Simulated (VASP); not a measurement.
Consider the following.

```yaml
crystal:
  lattice:
    - [3.91327, 0.00000, 0.00000]
    - [-1.95663, 3.38899, 0.00000]
    - [0.00000, 0.00000, 6.41228]
  atoms:
    - { symbol: Te, position: [0.00000, 0.00000, 0.00000] }
    - { symbol: Te, position: [0.00000, 0.00000, 0.50000] }
    - { symbol: Ti, position: [0.33333, 0.66667, 0.25000] }
    - { symbol: Ti, position: [0.66667, 0.33333, 0.75000] }
```

These are LDA (Ceperley-Alder, Perdew-Zunger), VASP's LDA PAW potentials (set 64) (plane waves; VASP) values and carry that method's errors. Run with 300 eV cut-off, 7×7×4 Γ-centred mesh, Fermi-Dirac smearing of 0.10 eV, potentials Te Ti_sv.

Unless said otherwise, spin-orbit coupling is left out, though it shifts the bands of the heavy elements here.

Task: Estimate the energy per atom (σ→0), band gap (on the k-mesh) with the smallest direct gap where there is one.

Result: 
* **band gap (on the k-mesh)**: none (metal, semimetal or under 0.01 eV)
* **energy per atom (σ→0)**: -6451 meV/atom

The structure comes from a measured TiTe entry of the Crystallography Open Database, whose conditions weren't checked. The cell was not relaxed at this level. VASP warned that the highest band is occupied, so more bands are needed.
